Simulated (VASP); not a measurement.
Energy against volume of Na$_{2}$S (antifluorite). Computed with AM05 GGA, VASP's PBE PAW potentials (set 64) (plane waves; VASP).

```tsv
V (Å³/atom)	E (eV/atom)
21.981	-3.28657
22.682	-3.29319
23.384	-3.29550
24.085	-3.29414
24.787	-3.28964
```

**Question.** Fit a third-order Birch-Murnaghan equation of state.

**Answer.** 
The volume per atom comes out as 23.46 Å³/atom and the bulk modulus comes out as 27.5 GPa. The pressure derivative of the bulk modulus is 4.30 and the lattice constant a is 6.554 Å.

Measured: a 6.537 Å (computed value off by +0.3 %), as given by Some thermoelectric phenomena in copper chalcogenides replaced by lithium and sodium alkaline metals, Nanomaterials …. The calculation is for a static lattice, while the measured a holds thermal and zero-point effects, which are part of the difference.

The compound is Na2S in the antifluorite structure. It was relaxed first.
